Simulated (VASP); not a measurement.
Output of a VASP run:

OUTCAR:
```
 ion  position               nearest neighbor table
   1  0.003  0.005  0.007-   3 2.80   3 2.81   2 2.83   3 2.84   2 2.84   3 2.84   2 2.84   2 2.85
                             2 2.85   2 2.86   3 2.88   3 2.91
   2  0.334  0.671  0.501-   3 2.46   3 2.54   3 2.55   1 2.83   1 2.84   1 2.84   1 2.85   1 2.85
                             1 2.86
   3  0.663  0.324  0.493-   2 2.46   2 2.54   2 2.55   1 2.80   1 2.81   1 2.84   1 2.84   1 2.88
                             1 2.91
  LATTYP: Found a hexagonal cell.
 ALAT       =     4.3616640000
 C/A-ratio  =     0.6082162679
 Subroutine PRICEL returns:
 Original cell was already a primitive cell.
 Subroutine GETGRP returns: Found  1 space group operations
The static configuration has the point symmetry C_1 .
The dynamic configuration has the point symmetry C_1 .
 Subroutine INISYM returns: Found  1 space group operations
 Subroutine IBZKPT returns following result:
 Found    487 irreducible k-points:

 Following reciprocal coordinates:
            Coordinates               Weight
  0.000000  0.000000  0.000000      1.000000
  0.111111  0.000000  0.000000      2.000000
  0.000000  0.111111  0.000000      2.000000
 -0.111111  0.111111  0.000000      2.000000
  0.222222  0.000000  0.000000      2.000000
  0.000000  0.222222  0.000000      2.000000
 -0.222222  0.222222  0.000000      2.000000
  0.333333  0.000000  0.000000      2.000000
  0.000000  0.333333  0.000000      2.000000
 -0.333333  0.333333  0.000000      2.000000
  0.444444  0.000000  0.000000      2.000000
  0.000000  0.444444  0.000000      2.000000
 -0.444444  0.444444  0.000000      2.000000
  0.111111  0.111111  0.000000      2.000000
 -0.111111  0.222222  0.000000      2.000000
 -0.222222  0.111111  0.000000      2.000000
  0.222222  0.111111  0.000000      2.000000
 -0.111111  0.333333  0.000000      2.000000
 -0.333333  0.222222  0.000000      2.000000
 -0.222222  0.333333  0.000000      2.000000
  0.111111  0.222222  0.000000      2.000000
  0.333333 -0.111111  0.000000      2.000000
  0.333333  0.111111  0.000000      2.000000
 -0.111111  0.444444  0.000000      2.000000
 -0.444444  0.333333  0.000000      2.000000
 -0.333333  0.444444  0.000000      2.000000
  0.111111  0.333333  0.000000      2.000000
  0.444444 -0.111111  0.000000      2.000000
  0.444444  0.111111  0.000000      2.000000
 -0.111111 -0.444444  0.000000      2.000000
  0.444444  0.444444  0.000000      2.000000
  0.222222  0.222222  0.000000      2.000000
 -0.222222  0.444444  0.000000      2.000000
 -0.444444  0.222222  0.000000      2.000000
  0.333333  0.222222  0.000000      2.000000
 -0.222222 -0.444444  0.000000      2.000000
  0.444444  0.333333  0.000000      2.000000
 -0.333333 -0.444444  0.000000      2.000000
  0.222222  0.333333  0.000000      2.000000
 -0.444444 -0.222222  0.000000      2.000000
   k-points           NKPTS =    487   k-points in BZ     NKDIM =    487   number of bands    NBANDS=     19
   number of dos      NEDOS =    301   number of ions     NIONS =      3
   total plane-waves  NPLWV =  12544
   dimension x,y,z NGX =    28 NGY =   28 NGZ =   16
   dimension x,y,z NGXF=    56 NGYF=   56 NGZF=   32
   ions per type =               3
   PREC   = accura    normal or accurate (medium, high low for compatibility)
   ISTART =      0    job   : 0-new  1-cont  2-samecut
   ICHARG =      2    charge: 1-file 2-atom 10-const
   ISPIN  =      1    spin polarized calculation?
   LNONCOLLINEAR =      F non collinear calculations
   LSORBIT =      F    spin-orbit coupling
   INIWAV =      1    electr: 0-lowe 1-rand  2-diag
   ENCUT  =  300.0 eV  22.05 Ry    4.70 a.u.   6.16  6.16  3.75*2*pi/ulx,y,z
   NELM   =    100;   NELMIN=  2; NELMDL= -5     # of ELM steps
   EDIFF  = 0.1E-05   stopping-criterion for ELM
   LREAL  =      F    real-space projection
   NLSPLINE    = F    spline interpolate recip. space projectors
   LMAXMIX     =    4 max onsite mixed and CHGCAR
...
```

OSZICAR:
```
       N       E                     dE             d eps       ncg     rms          rms(c)
DAV:   1     0.124859262285E+03    0.12486E+03   -0.10999E+04 19435   0.972E+02
DAV:   2    -0.130051830178E+02   -0.13786E+03   -0.13112E+03 20178   0.257E+02
DAV:   3    -0.159418812896E+02   -0.29367E+01   -0.28823E+01 20107   0.404E+01
DAV:   4    -0.159662390671E+02   -0.24358E-01   -0.24344E-01 19865   0.371E+00
DAV:   5    -0.159666275080E+02   -0.38844E-03   -0.38843E-03 20132   0.499E-01    0.143E+01
DAV:   6    -0.152965429529E+02    0.67008E+00   -0.26383E+00 19604   0.154E+01    0.795E+00
DAV:   7    -0.155679771407E+02   -0.27143E+00   -0.38409E+00 19517   0.194E+01    0.672E+00
DAV:   8    -0.151991270242E+02    0.36885E+00   -0.75468E-01 19435   0.140E+01    0.260E+00
DAV:   9    -0.152063701681E+02   -0.72431E-02   -0.19875E-01 19903   0.439E+00    0.143E+00
DAV:  10    -0.151912755206E+02    0.15095E-01   -0.98064E-02 19407   0.344E+00    0.229E-01
DAV:  11    -0.151910715366E+02    0.20398E-03   -0.13198E-03 19649   0.368E-01    0.132E-01
DAV:  12    -0.151909361570E+02    0.13538E-03   -0.19619E-04 19621   0.146E-01    0.661E-02
DAV:  13    -0.151908956073E+02    0.40550E-04   -0.14592E-04 19784   0.122E-01    0.134E-02
DAV:  14    -0.151908956401E+02   -0.32773E-07   -0.96779E-06 19805   0.275E-02
   1 F= -.15190896E+02 E0= -.15186652E+02  d E =-.848681E-02
```

**OUTCAR**
```
------------------------ aborting loop because EDIFF is reached ----------------------------------------
  FORCE on cell =-STRESS in cart. coord.  units (eV):
  Direction    XX          YY          ZZ          XY          YZ          ZX
  --------------------------------------------------------------------------------------
  Total        3.9353483      5.1456056      2.2788533      0.1014221      0.0044127      0.0016250
  in kB      144.2608388    188.6260964     83.5375333      3.7179027      0.1617590      0.0595680
  external PRESSURE =     138.8081562 kB  Pullay stress =       0.0000000 kB
  volume of cell :       43.71
      direct lattice vectors                 reciprocal lattice vectors
     4.361664000  0.000000000  0.000000000     0.229270297  0.132369262  0.000000000
    -2.180832000  3.777312000  0.000000000     0.000000000  0.264738523  0.000000000
     0.000000000  0.000000000  2.652835000     0.000000000  0.000000000  0.376955220
 POSITION                                       TOTAL-FORCE (eV/Angst)
 -----------------------------------------------------------------------------------
      0.00125      0.01787      0.01724        -0.011582     -0.173389     -0.094446
     -0.00597      2.53633      1.32863         0.099160     -0.491301      0.085351
      2.18554      1.22312      1.30696        -0.087578      0.664690      0.009095
 -----------------------------------------------------------------------------------
    total drift:                                0.000028     -0.000007      0.000032
  FREE ENERGIE OF THE ION-ELECTRON SYSTEM (eV)
  ---------------------------------------------------
  free  energy   TOTEN  =       -15.1908956401 eV

  energy  without entropy=      -15.1824088285  energy(sigma->0) =      -15.18665223
```
(Selected blocks of OUTCAR.)

**POSCAR**
```
Pd
1
    4.3616640000     0.0000000000     0.0000000000
   -2.1808320000     3.7773120000     0.0000000000
    0.0000000000     0.0000000000     2.6528350000
Pd
3
Direct
  0.0026530000   0.0047310000   0.0065000000
  0.3343640000   0.6714640000   0.5008340000
  0.6629830000   0.3238060000   0.4926660000
```

Question: Reconstruct the remaining input files.

Answer: One answer among several that fit: the input of the run itself, PBE GGA, plane waves, VASP's PBE PAW potentials (set 64).

INCAR:
```
ALGO=Normal
EDIFF=1E-6
ENCUT=300
GGA=PE
ISIF=2
ISMEAR=0
LASPH=.TRUE.
LCHARG=.FALSE.
LMAXMIX=4
LREAL=.FALSE.
LWAVE=.FALSE.
NELM=100
PREC=Accurate
SIGMA=0.05
SYSTEM=Pd
```

### KPOINTS
```
Automatic mesh
0
Gamma
9 9 12
0 0 0
```

POTCAR, in this order: Pd (PBE.64 set). Program: vasp_std.

At this cut-off the stress carries a Pulay error, which pulls relaxed volumes low.

The structure was generated: Pd was put into an ordered model structure, which need not be its known phase. The cell was not relaxed at this level, atoms are displaced from their ideal sites.
